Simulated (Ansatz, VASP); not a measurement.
# Ge (Germanium): VASP beside Ansatz

Aim: how closely do two programs agree when they are given the same cell, functional and k mesh? The cell is taken from a series of runs on this material, whose earlier steps may have relaxed, scaled, displaced or heated it; both programs get it as it stands.

Method: plane waves, with VASP 6.6.1 beside it; zone-centre phonons at LDA, in Ansatz 0.2.0.

## Step 1: The structure

The structure is trigonal, space group R-3m (No. 166). The conventional cell has a = 4.094 Å, b = 4.094 Å, c = 9.623 Å, α = 90.00°, β = 90.00°, γ = 120.00°. Nearest to Ge lie 4 Ge at 2.44 to 2.48 Å.

## Step 2: VASP: zone-centre phonons, LDA

Second derivatives magnify differences that forces hide, and they need a tight electronic threshold.

Lines of VASP's logs that name or quote its potential files are left out, and so is its time.

The input, INCAR:

```
SYSTEM = Ge
PREC = Accurate
ENCUT = 500
EDIFF = 1E-08
NELM = 120
ISMEAR = 0
SIGMA = 0.015
LREAL = .FALSE.
ALGO = Normal
GGA = CA
NBANDS = 20
LORBIT = 11
LWAVE = .FALSE.
LCHARG = .FALSE.
ISIF = 2
ISYM = 2
IBRION = 8
LASPH = .TRUE.
GGA_COMPAT = .FALSE.
KPAR = 2
```

The input, POSCAR:

```
Ge
1.0
   -0.0780044489      2.8170605037      2.8170605037
    2.8170605037     -0.0780044489      2.8170605037
    2.8170605037      2.8170605037     -0.0780044489
Ge
2
Direct
    0.4980725081      0.4980725081      0.4980725081
    0.7519274919      0.7519274919      0.7519274919
```

The input, KPOINTS:

```
Points of the shifted mesh
1728
Reciprocal
 0.0416666667  0.0416666667  0.0416666667 1
 0.0416666667  0.0416666667  0.1250000000 1
 0.0416666667  0.0416666667  0.2083333333 1
 0.0416666667  0.0416666667  0.2916666667 1
 0.0416666667  0.0416666667  0.3750000000 1
 0.0416666667  0.0416666667  0.4583333333 1
 0.0416666667  0.0416666667  0.5416666667 1
 0.0416666667  0.0416666667  0.6250000000 1
 0.0416666667  0.0416666667  0.7083333333 1
 0.0416666667  0.0416666667  0.7916666667 1
 0.0416666667  0.0416666667  0.8750000000 1
 0.0416666667  0.0416666667  0.9583333333 1
 0.0416666667  0.1250000000  0.0416666667 1
 0.0416666667  0.1250000000  0.1250000000 1
 0.0416666667  0.1250000000  0.2083333333 1
 0.0416666667  0.1250000000  0.2916666667 1
 0.0416666667  0.1250000000  0.3750000000 1
 0.0416666667  0.1250000000  0.4583333333 1
 0.0416666667  0.1250000000  0.5416666667 1
 0.0416666667  0.1250000000  0.6250000000 1
 0.0416666667  0.1250000000  0.7083333333 1
 0.0416666667  0.1250000000  0.7916666667 1
 0.0416666667  0.1250000000  0.8750000000 1
 0.0416666667  0.1250000000  0.9583333333 1
 0.0416666667  0.2083333333  0.0416666667 1
 0.0416666667  0.2083333333  0.1250000000 1
 0.0416666667  0.2083333333  0.2083333333 1
 0.0416666667  0.2083333333  0.2916666667 1
 0.0416666667  0.2083333333  0.3750000000 1
 0.0416666667  0.2083333333  0.4583333333 1
 0.0416666667  0.2083333333  0.5416666667 1
 0.0416666667  0.2083333333  0.6250000000 1
 0.0416666667  0.2083333333  0.7083333333 1
 0.0416666667  0.2083333333  0.7916666667 1
 0.0416666667  0.2083333333  0.8750000000 1
 0.0416666667  0.2083333333  0.9583333333 1
 0.0416666667  0.2916666667  0.0416666667 1
 0.0416666667  0.2916666667  0.1250000000 1
 0.0416666667  0.2916666667  0.2083333333 1
 0.0416666667  0.2916666667  0.2916666667 1
 0.0416666667  0.2916666667  0.3750000000 1
 0.0416666667  0.2916666667  0.4583333333 1
 0.0416666667  0.2916666667  0.5416666667 1
 0.0416666667  0.2916666667  0.6250000000 1
 0.0416666667  0.2916666667  0.7083333333 1
 0.0416666667  0.2916666667  0.7916666667 1
 0.0416666667  0.2916666667  0.8750000000 1
 0.0416666667  0.2916666667  0.9583333333 1
 0.0416666667  0.3750000000  0.0416666667 1
 0.0416666667  0.3750000000  0.1250000000 1
 0.0416666667  0.3750000000  0.2083333333 1
 0.0416666667  0.3750000000  0.2916666667 1
 0.0416666667  0.3750000000  0.3750000000 1
 0.0416666667  0.3750000000  0.4583333333 1
 0.0416666667  0.3750000000  0.5416666667 1
 0.0416666667  0.3750000000  0.6250000000 1
 0.0416666667  0.3750000000  0.7083333333 1
 0.0416666667  0.3750000000  0.7916666667 1
 0.0416666667  0.3750000000  0.8750000000 1
 0.0416666667  0.3750000000  0.9583333333 1
 0.0416666667  0.4583333333  0.0416666667 1
 0.0416666667  0.4583333333  0.1250000000 1
 0.0416666667  0.4583333333  0.2083333333 1
 0.0416666667  0.4583333333  0.2916666667 1
 0.0416666667  0.4583333333  0.3750000000 1
 0.0416666667  0.4583333333  0.4583333333 1
 0.0416666667  0.4583333333  0.5416666667 1
 0.0416666667  0.4583333333  0.6250000000 1
 0.0416666667  0.4583333333  0.7083333333 1
 0.0416666667  0.4583333333  0.7916666667 1
 0.0416666667  0.4583333333  0.8750000000 1
 0.0416666667  0.4583333333  0.9583333333 1
 0.0416666667  0.5416666667  0.0416666667 1
 0.0416666667  0.5416666667  0.1250000000 1
 0.0416666667  0.5416666667  0.2083333333 1
 0.0416666667  0.5416666667  0.2916666667 1
 0.0416666667  0.5416666667  0.3750000000 1
 0.0416666667  0.5416666667  0.4583333333 1
 0.0416666667  0.5416666667  0.5416666667 1
 0.0416666667  0.5416666667  0.6250000000 1
 0.0416666667  0.5416666667  0.7083333333 1
 0.0416666667  0.5416666667  0.7916666667 1
 0.0416666667  0.5416666667  0.8750000000 1
 0.0416666667  0.5416666667  0.9583333333 1
 0.0416666667  0.6250000000  0.0416666667 1
 0.0416666667  0.6250000000  0.1250000000 1
 0.0416666667  0.6250000000  0.2083333333 1
 0.0416666667  0.6250000000  0.2916666667 1
 0.0416666667  0.6250000000  0.3750000000 1
 0.0416666667  0.6250000000  0.4583333333 1
 0.0416666667  0.6250000000  0.5416666667 1
 0.0416666667  0.6250000000  0.6250000000 1
 0.0416666667  0.6250000000  0.7083333333 1
 0.0416666667  0.6250000000  0.7916666667 1
 0.0416666667  0.6250000000  0.8750000000 1
 0.0416666667  0.6250000000  0.9583333333 1
 0.0416666667  0.7083333333  0.0416666667 1
 0.0416666667  0.7083333333  0.1250000000 1
 0.0416666667  0.7083333333  0.2083333333 1
 0.0416666667  0.7083333333  0.2916666667 1
 0.0416666667  0.7083333333  0.3750000000 1
 0.0416666667  0.7083333333  0.4583333333 1
 0.0416666667  0.7083333333  0.5416666667 1
 0.0416666667  0.7083333333  0.6250000000 1
 0.0416666667  0.7083333333  0.7083333333 1
 0.0416666667  0.7083333333  0.7916666667 1
 0.0416666667  0.7083333333  0.8750000000 1
 0.0416666667  0.7083333333  0.9583333333 1
 0.0416666667  0.7916666667  0.0416666667 1
 0.0416666667  0.7916666667  0.1250000000 1
 0.0416666667  0.7916666667  0.2083333333 1
 0.0416666667  0.7916666667  0.2916666667 1
[... 1390 lines left out ...]
 0.8750000000  0.4583333333  0.1250000000 1
 0.8750000000  0.4583333333  0.2083333333 1
 0.8750000000  0.4583333333  0.2916666667 1
 0.8750000000  0.4583333333  0.3750000000 1
 0.8750000000  0.4583333333  0.4583333333 1
 0.8750000000  0.4583333333  0.5416666667 1
 0.8750000000  0.4583333333  0.6250000000 1
 0.8750000000  0.4583333333  0.7083333333 1
 0.8750000000  0.4583333333  0.7916666667 1
 0.8750000000  0.4583333333  0.8750000000 1
 0.8750000000  0.4583333333  0.9583333333 1
 0.8750000000  0.5416666667  0.0416666667 1
 0.8750000000  0.5416666667  0.1250000000 1
 0.8750000000  0.5416666667  0.2083333333 1
 0.8750000000  0.5416666667  0.2916666667 1
 0.8750000000  0.5416666667  0.3750000000 1
 0.8750000000  0.5416666667  0.4583333333 1
 0.8750000000  0.5416666667  0.5416666667 1
 0.8750000000  0.5416666667  0.6250000000 1
 0.8750000000  0.5416666667  0.7083333333 1
 0.8750000000  0.5416666667  0.7916666667 1
 0.8750000000  0.5416666667  0.8750000000 1
 0.8750000000  0.5416666667  0.9583333333 1
 0.8750000000  0.6250000000  0.0416666667 1
 0.8750000000  0.6250000000  0.1250000000 1
 0.8750000000  0.6250000000  0.2083333333 1
 0.8750000000  0.6250000000  0.2916666667 1
 0.8750000000  0.6250000000  0.3750000000 1
 0.8750000000  0.6250000000  0.4583333333 1
 0.8750000000  0.6250000000  0.5416666667 1
 0.8750000000  0.6250000000  0.6250000000 1
 0.8750000000  0.6250000000  0.7083333333 1
 0.8750000000  0.6250000000  0.7916666667 1
 0.8750000000  0.6250000000  0.8750000000 1
 0.8750000000  0.6250000000  0.9583333333 1
 0.8750000000  0.7083333333  0.0416666667 1
 0.8750000000  0.7083333333  0.1250000000 1
 0.8750000000  0.7083333333  0.2083333333 1
 0.8750000000  0.7083333333  0.2916666667 1
 0.8750000000  0.7083333333  0.3750000000 1
 0.8750000000  0.7083333333  0.4583333333 1
 0.8750000000  0.7083333333  0.5416666667 1
 0.8750000000  0.7083333333  0.6250000000 1
 0.8750000000  0.7083333333  0.7083333333 1
 0.8750000000  0.7083333333  0.7916666667 1
 0.8750000000  0.7083333333  0.8750000000 1
 0.8750000000  0.7083333333  0.9583333333 1
 0.8750000000  0.7916666667  0.0416666667 1
 0.8750000000  0.7916666667  0.1250000000 1
 0.8750000000  0.7916666667  0.2083333333 1
 0.8750000000  0.7916666667  0.2916666667 1
 0.8750000000  0.7916666667  0.3750000000 1
 0.8750000000  0.7916666667  0.4583333333 1
 0.8750000000  0.7916666667  0.5416666667 1
 0.8750000000  0.7916666667  0.6250000000 1
 0.8750000000  0.7916666667  0.7083333333 1
 0.8750000000  0.7916666667  0.7916666667 1
 0.8750000000  0.7916666667  0.8750000000 1
 0.8750000000  0.7916666667  0.9583333333 1
 0.8750000000  0.8750000000  0.0416666667 1
 0.8750000000  0.8750000000  0.1250000000 1
 0.8750000000  0.8750000000  0.2083333333 1
 0.8750000000  0.8750000000  0.2916666667 1
 0.8750000000  0.8750000000  0.3750000000 1
 0.8750000000  0.8750000000  0.4583333333 1
 0.8750000000  0.8750000000  0.5416666667 1
 0.8750000000  0.8750000000  0.6250000000 1
 0.8750000000  0.8750000000  0.7083333333 1
 0.8750000000  0.8750000000  0.7916666667 1
 0.8750000000  0.8750000000  0.8750000000 1
 0.8750000000  0.8750000000  0.9583333333 1
 0.8750000000  0.9583333333  0.0416666667 1
 0.8750000000  0.9583333333  0.1250000000 1
 0.8750000000  0.9583333333  0.2083333333 1
 0.8750000000  0.9583333333  0.2916666667 1
 0.8750000000  0.9583333333  0.3750000000 1
 0.8750000000  0.9583333333  0.4583333333 1
 0.8750000000  0.9583333333  0.5416666667 1
 0.8750000000  0.9583333333  0.6250000000 1
 0.8750000000  0.9583333333  0.7083333333 1
 0.8750000000  0.9583333333  0.7916666667 1
 0.8750000000  0.9583333333  0.8750000000 1
 0.8750000000  0.9583333333  0.9583333333 1
 0.9583333333  0.0416666667  0.0416666667 1
 0.9583333333  0.0416666667  0.1250000000 1
 0.9583333333  0.0416666667  0.2083333333 1
 0.9583333333  0.0416666667  0.2916666667 1
 0.9583333333  0.0416666667  0.3750000000 1
 0.9583333333  0.0416666667  0.4583333333 1
 0.9583333333  0.0416666667  0.5416666667 1
 0.9583333333  0.0416666667  0.6250000000 1
 0.9583333333  0.0416666667  0.7083333333 1
 0.9583333333  0.0416666667  0.7916666667 1
 0.9583333333  0.0416666667  0.8750000000 1
 0.9583333333  0.0416666667  0.9583333333 1
 0.9583333333  0.1250000000  0.0416666667 1
 0.9583333333  0.1250000000  0.1250000000 1
 0.9583333333  0.1250000000  0.2083333333 1
 0.9583333333  0.1250000000  0.2916666667 1
 0.9583333333  0.1250000000  0.3750000000 1
 0.9583333333  0.1250000000  0.4583333333 1
 0.9583333333  0.1250000000  0.5416666667 1
 0.9583333333  0.1250000000  0.6250000000 1
 0.9583333333  0.1250000000  0.7083333333 1
 0.9583333333  0.1250000000  0.7916666667 1
 0.9583333333  0.1250000000  0.8750000000 1
 0.9583333333  0.1250000000  0.9583333333 1
 0.9583333333  0.2083333333  0.0416666667 1
 0.9583333333  0.2083333333  0.1250000000 1
 0.9583333333  0.2083333333  0.2083333333 1
 0.9583333333  0.2083333333  0.2916666667 1
 0.9583333333  0.2083333333  0.3750000000 1
 0.9583333333  0.2083333333  0.4583333333 1
 0.9583333333  0.2083333333  0.5416666667 1
 0.9583333333  0.2083333333  0.6250000000 1
 0.9583333333  0.2083333333  0.7083333333 1
 0.9583333333  0.2083333333  0.7916666667 1
 0.9583333333  0.2083333333  0.8750000000 1
 0.9583333333  0.2083333333  0.9583333333 1
 0.9583333333  0.2916666667  0.0416666667 1
 0.9583333333  0.2916666667  0.1250000000 1
 0.9583333333  0.2916666667  0.2083333333 1
 0.9583333333  0.2916666667  0.2916666667 1
 0.9583333333  0.2916666667  0.3750000000 1
 0.9583333333  0.2916666667  0.4583333333 1
 0.9583333333  0.2916666667  0.5416666667 1
 0.9583333333  0.2916666667  0.6250000000 1
 0.9583333333  0.2916666667  0.7083333333 1
 0.9583333333  0.2916666667  0.7916666667 1
 0.9583333333  0.2916666667  0.8750000000 1
 0.9583333333  0.2916666667  0.9583333333 1
 0.9583333333  0.3750000000  0.0416666667 1
 0.9583333333  0.3750000000  0.1250000000 1
 0.9583333333  0.3750000000  0.2083333333 1
 0.9583333333  0.3750000000  0.2916666667 1
 0.9583333333  0.3750000000  0.3750000000 1
 0.9583333333  0.3750000000  0.4583333333 1
 0.9583333333  0.3750000000  0.5416666667 1
 0.9583333333  0.3750000000  0.6250000000 1
 0.9583333333  0.3750000000  0.7083333333 1
 0.9583333333  0.3750000000  0.7916666667 1
 0.9583333333  0.3750000000  0.8750000000 1
 0.9583333333  0.3750000000  0.9583333333 1
 0.9583333333  0.4583333333  0.0416666667 1
 0.9583333333  0.4583333333  0.1250000000 1
 0.9583333333  0.4583333333  0.2083333333 1
 0.9583333333  0.4583333333  0.2916666667 1
 0.9583333333  0.4583333333  0.3750000000 1
 0.9583333333  0.4583333333  0.4583333333 1
 0.9583333333  0.4583333333  0.5416666667 1
 0.9583333333  0.4583333333  0.6250000000 1
 0.9583333333  0.4583333333  0.7083333333 1
 0.9583333333  0.4583333333  0.7916666667 1
 0.9583333333  0.4583333333  0.8750000000 1
 0.9583333333  0.4583333333  0.9583333333 1
 0.9583333333  0.5416666667  0.0416666667 1
 0.9583333333  0.5416666667  0.1250000000 1
 0.9583333333  0.5416666667  0.2083333333 1
 0.9583333333  0.5416666667  0.2916666667 1
 0.9583333333  0.5416666667  0.3750000000 1
 0.9583333333  0.5416666667  0.4583333333 1
 0.9583333333  0.5416666667  0.5416666667 1
 0.9583333333  0.5416666667  0.6250000000 1
 0.9583333333  0.5416666667  0.7083333333 1
 0.9583333333  0.5416666667  0.7916666667 1
 0.9583333333  0.5416666667  0.8750000000 1
 0.9583333333  0.5416666667  0.9583333333 1
 0.9583333333  0.6250000000  0.0416666667 1
 0.9583333333  0.6250000000  0.1250000000 1
 0.9583333333  0.6250000000  0.2083333333 1
 0.9583333333  0.6250000000  0.2916666667 1
 0.9583333333  0.6250000000  0.3750000000 1
 0.9583333333  0.6250000000  0.4583333333 1
 0.9583333333  0.6250000000  0.5416666667 1
 0.9583333333  0.6250000000  0.6250000000 1
 0.9583333333  0.6250000000  0.7083333333 1
 0.9583333333  0.6250000000  0.7916666667 1
 0.9583333333  0.6250000000  0.8750000000 1
 0.9583333333  0.6250000000  0.9583333333 1
 0.9583333333  0.7083333333  0.0416666667 1
 0.9583333333  0.7083333333  0.1250000000 1
 0.9583333333  0.7083333333  0.2083333333 1
 0.9583333333  0.7083333333  0.2916666667 1
 0.9583333333  0.7083333333  0.3750000000 1
 0.9583333333  0.7083333333  0.4583333333 1
 0.9583333333  0.7083333333  0.5416666667 1
 0.9583333333  0.7083333333  0.6250000000 1
 0.9583333333  0.7083333333  0.7083333333 1
 0.9583333333  0.7083333333  0.7916666667 1
 0.9583333333  0.7083333333  0.8750000000 1
 0.9583333333  0.7083333333  0.9583333333 1
 0.9583333333  0.7916666667  0.0416666667 1
 0.9583333333  0.7916666667  0.1250000000 1
 0.9583333333  0.7916666667  0.2083333333 1
 0.9583333333  0.7916666667  0.2916666667 1
 0.9583333333  0.7916666667  0.3750000000 1
 0.9583333333  0.7916666667  0.4583333333 1
 0.9583333333  0.7916666667  0.5416666667 1
 0.9583333333  0.7916666667  0.6250000000 1
 0.9583333333  0.7916666667  0.7083333333 1
 0.9583333333  0.7916666667  0.7916666667 1
 0.9583333333  0.7916666667  0.8750000000 1
 0.9583333333  0.7916666667  0.9583333333 1
 0.9583333333  0.8750000000  0.0416666667 1
 0.9583333333  0.8750000000  0.1250000000 1
 0.9583333333  0.8750000000  0.2083333333 1
 0.9583333333  0.8750000000  0.2916666667 1
 0.9583333333  0.8750000000  0.3750000000 1
 0.9583333333  0.8750000000  0.4583333333 1
 0.9583333333  0.8750000000  0.5416666667 1
 0.9583333333  0.8750000000  0.6250000000 1
 0.9583333333  0.8750000000  0.7083333333 1
 0.9583333333  0.8750000000  0.7916666667 1
 0.9583333333  0.8750000000  0.8750000000 1
 0.9583333333  0.8750000000  0.9583333333 1
 0.9583333333  0.9583333333  0.0416666667 1
 0.9583333333  0.9583333333  0.1250000000 1
 0.9583333333  0.9583333333  0.2083333333 1
 0.9583333333  0.9583333333  0.2916666667 1
 0.9583333333  0.9583333333  0.3750000000 1
 0.9583333333  0.9583333333  0.4583333333 1
 0.9583333333  0.9583333333  0.5416666667 1
 0.9583333333  0.9583333333  0.6250000000 1
 0.9583333333  0.9583333333  0.7083333333 1
 0.9583333333  0.9583333333  0.7916666667 1
 0.9583333333  0.9583333333  0.8750000000 1
 0.9583333333  0.9583333333  0.9583333333 1
```

Potentials, in the order of the species: Ge_d (LDA family, release 64).

On the command line:

```bash
mpirun -np 2 vasp_std
```

Numbers of over 12 decimals in the logs are rounded to 6 here.

The log of the run:

```text
[banner, memory and clock lines left out]
running    2 mpi-ranks, on    1 nodes
 distrk:  each k-point on    1 cores,    2 groups
 distr:  one band on    1 cores,    1 groups

 POSCAR found type information on POSCAR Ge
 POSCAR found :  1 types and       2 ions
 LDA part: xc-table for (Slater(with rela. corr.)+CA(PZ))
 , standard interpolation
 POSCAR, INCAR and KPOINTS ok, starting setup
 FFT: planning ... GRIDC
 FFT: planning ... GRID_SOFT
 FFT: planning ... GRID
 WAVECAR not read
 entering main loop
       N       E                     dE             d eps       ncg     rms          rms(c)
DAV:   1     0.184509060432E+03    0.18451E+03   -0.14758E+04 74328   0.365E+03
DAV:   2     0.154059937096E+02   -0.16910E+03   -0.16466E+03 69244   0.585E+02
DAV:   3    -0.969333542614E+01   -0.25099E+02   -0.24928E+02 77956   0.145E+02
DAV:   4    -0.105040535396E+02   -0.81072E+00   -0.81009E+00 77908   0.305E+01
DAV:   5    -0.105174760409E+02   -0.13423E-01   -0.13422E-01 77016   0.428E+00    0.315E+00
DAV:   6    -0.104090051422E+02    0.10847E+00   -0.36479E-02 77084   0.175E+00    0.180E+00
DAV:   7    -0.103544570792E+02    0.54548E-01   -0.71927E-02 72804   0.207E+00    0.140E-01
DAV:   8    -0.103550878501E+02   -0.63077E-03   -0.59607E-03 78608   0.922E-01    0.477E-02
DAV:   9    -0.103551210011E+02   -0.33151E-04   -0.14017E-04 86104   0.153E-01    0.162E-02
DAV:  10    -0.103551203015E+02    0.69954E-06   -0.97920E-06102536   0.354E-02    0.443E-03
DAV:  11    -0.103551202970E+02    0.45156E-08   -0.15437E-06 77708   0.118E-02    0.112E-03
DAV:  12    -0.103551202940E+02    0.29750E-08   -0.21859E-07 78996   0.367E-03    0.501E-04
DAV:  13    -0.103551202938E+02    0.19099E-09   -0.10664E-08 49848   0.149E-03
   1 F= -.10355120E+02 E0= -.10355107E+02  d E =-.267817E-04
 Linear response reoptimize wavefunctions to high precision
DAV:   1    -0.103551202943E+02   -0.42473E-09   -0.20311E-09 60088   0.464E-04
DAV:   2    -0.103551202943E+02   -0.19099E-10   -0.13335E-10 40000   0.134E-04
 Linear response DOF=           1
 Linear response progress:
  Degree of freedom:   1/  1
       N       E                     dE             d eps       ncg     rms          rms(c)
RMM:   1    -0.188369021974E+00   -0.18837E+00    0.83055E+00 85040   0.443E+01
RMM:   2    -0.195785190544E+00   -0.74162E-02   -0.13054E-02112202   0.106E+00    0.712E-02
RMM:   3    -0.195808194646E+00   -0.23004E-04   -0.91624E-04117828   0.313E-01    0.407E-02
RMM:   4    -0.195726683454E+00    0.81511E-04   -0.64644E-05126001   0.830E-02    0.493E-03
RMM:   5    -0.195732057740E+00   -0.53743E-05   -0.49545E-06121822   0.197E-02    0.226E-03
RMM:   6    -0.195742270013E+00   -0.10212E-04   -0.31569E-07123492   0.544E-03    0.355E-04
RMM:   7    -0.195741932495E+00    0.33752E-06   -0.72620E-08127643   0.182E-03    0.224E-04
RMM:   8    -0.195741772490E+00    0.16001E-06   -0.38076E-09129196   0.630E-04    0.467E-05
RMM:   9    -0.195741600737E+00    0.17175E-06    0.16917E-08119834   0.291E-04    0.173E-05
RMM:  10    -0.195741713954E+00   -0.11322E-06   -0.11380E-08129287   0.137E-04    0.788E-06
RMM:  11    -0.195741731546E+00   -0.17591E-07   -0.18595E-08132159   0.705E-05    0.407E-06
RMM:  12    -0.195741762844E+00   -0.31299E-07   -0.27462E-08133432   0.425E-05    0.158E-06
RMM:  13    -0.195741770571E+00   -0.77271E-08   -0.76253E-09136895   0.293E-05    0.520E-07
 first order change of Fermi-energy  -0.26431E+01
 force on displaced ion       1 direction 1 : -10.335  -0.344  -0.344
 Linear response finished
```

(Continued in part 2 of 2.)

[Lines on the potential files, build, host, timing and source positions are cut from VASP's logs without a mark.]

[Logs are printed without paths, hosts, clocks, repeated set-up lines and the standing remarks that a program may print on its own settings, such as how far it seeks lower states.]

[Hosts, paths, dates, database ids (printed as entryN), source tags and the programs' standing remarks are cut or masked in the printed files.]
